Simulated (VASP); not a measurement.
Here is the system:

```xyz
2
Lattice="0.0000 3.2830 3.2830 3.2830 0.0000 3.2830 3.2830 3.2830 0.0000" Properties=species:S:1:pos:R:3 pbc="T T T"
Cd     0.0000     0.0000     0.0000
Te     1.6415     1.6415     1.6415
```

Method: PBE GGA, VASP's PBE PAW potentials (set 64) (plane waves; VASP 6.6.1). Run with 480 eV cut-off, 6×6×6 Γ-centred mesh, Gaussian smearing of 0.050 eV, potentials Cd Te.

Unless said otherwise, spin-orbit coupling is left out, though it shifts the bands of the heavy elements here.

Task: What does the run give for the energy per atom (σ→0), band gap (on the k-mesh) with the smallest direct gap where there is one?

Result: 
The band gap (on the k-mesh) is 0.65 eV and the smallest direct gap (on the k-mesh) is 0.65 eV. The energy per atom (σ→0) comes out as -2.400 eV/atom.

Total energies compare only between runs with the same potentials, cut-off and functional.

The compound is CdTe in the zinc blende structure. It was relaxed first under an external pressure of 1 GPa.
